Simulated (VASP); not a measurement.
**ZnO: band gap against strain**

ZnO (wurtzite, P6_3mc, 11.857 Å³/atom and stress up to 0.19 GPa in the relaxed cell, c along z) under an equal strain ε along x and y, with z held. PBEsol in VASP (plane waves, PAW), 600 eV, 12×12×6 Γ-centred mesh, Gaussian smearing 0.05 eV; ions are relaxed, or left where forces stay under 0.02 eV/Å, within the symmetry of each cell. Gaps are the smallest on the run's k-mesh, which can miss an edge that lies off it, without spin-orbit coupling; in all rows the valence edge lies at Γ and the conduction edge at Γ.

Here s stands for strain and Eg for gap.

```csv
strain (%),gap (eV)
-3.00,?
-1.50,0.704
-1.00,0.697
-0.50,0.690
0.00,0.682
```

Task: Fit Eg against s with a straight line, and predict the withheld value at s = -3.00.

Result: Means: s -0.75000, Eg 0.6932. About the means, the sum of products is -0.018250 and the sum of squares of s is 1.2500; the slope is their ratio. Least squares gives Eg = 0.6823 - 0.01460·s. Residuals (row less fit): -0.0002, 0.0001, 0.0004, -0.0003; standard error 0.0004 (degrees of freedom: 2). Over these rows the gap moves by -1.46 ± 0.03 eV per unit strain. At the withheld row, Eg = 0.6823 - 0.01460 × (-3.0) = 0.7261 eV. The calculation gives 0.727 eV, 0.0009 eV above the prediction (2.0 % of the range of Eg in the table). The row lies outside the fitted rows, so this is an extrapolation. The scatter of the fitted rows lies at the last printed digit.

Rows are the converged runs of the series near zero and its far end; series whose fitted rows scatter by over a few per cent of the range, as at a crossing or softening among them, aren't shown in this form, nor equations of state whose B0' disagrees with the runs' pressures. Most that stay on the fit to the last digits aren't either.
